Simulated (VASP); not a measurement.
An input for Ansatz (written as the equivalent of a VASP run, and not itself run):

Ansatz 0.2 input:
```yaml
crystal:
  lattice:
    - [0.0000000, 2.6462958, 2.6462958]
    - [2.6462958, 0.0000000, 2.6462958]
    - [2.6462958, 2.6462958, 0.0000000]
  atoms:
    - { symbol: Y, position: [0.0000000, 0.0000000, 0.0000000] }
    - { symbol: B, position: [0.5000000, 0.5000000, 0.5000000] }
kpoints:
  mp_grid: { grid: [11, 11, 11] }
hamiltonian:
  xc: pbesol
  pseudopotentials: { kind: paw }
scf:
  occupations: { method: methfessel_paxton, width: 0.1 }
  max_iter: 100
relax:
  max_steps: 60
  f_tol: 0.01
  cell: {}
output: { forces: true, stress: true, eigenvalues: true }
```

Q: Translate this input to VASP (INCAR, KPOINTS, POSCAR, choice of POTCAR).

A: One answer among several that fit: 
### INCAR
```
! general
SYSTEM  = YB
PREC    = Accurate
ENCUT   = 520
LREAL   = .FALSE.
LASPH   = .TRUE.

! electronic loop
EDIFF   = 1E-6
NELM    = 100
ALGO    = Normal
LMAXMIX = 4

! smearing
ISMEAR  = 1
SIGMA   = 0.1

! functional
GGA     = PS

! ions
IBRION  = 2
NSW     = 60
ISIF    = 3
EDIFFG  = -0.01

! output
LWAVE   = .FALSE.
LCHARG  = .FALSE.
```

POSCAR:
```
YB
1
    0.0000000000     2.6462957827     2.6462957827
    2.6462957827    -0.0000000000     2.6462957827
    2.6462957827     2.6462957827    -0.0000000000
Y B
1 1
Direct
  0.0000000000   0.0000000000   0.0000000000
  0.5000000000   0.5000000000   0.5000000000
```

KPOINTS:
```
Automatic mesh
0
Gamma
11 11 11
0 0 0
```

POTCAR, in this order: Y_sv B (PBE.64 set). Program: vasp_std.

The two are equivalent in intent, not identical: each code has its own PAW files, so the cut-off isn't converted (ENCUT is set for VASP's; basis.ecutwfc is left out, and Ansatz then takes the one that its files recommend); Ansatz stops its SCF on the density residual and VASP on the energy change (EDIFF).

The structure was generated: YB was put into the rock salt type (Fm-3m), which need not be its known phase. This run relaxes it. Symmetry was kept, so distortions that lower it aren't found. The start is the result of an earlier pass.
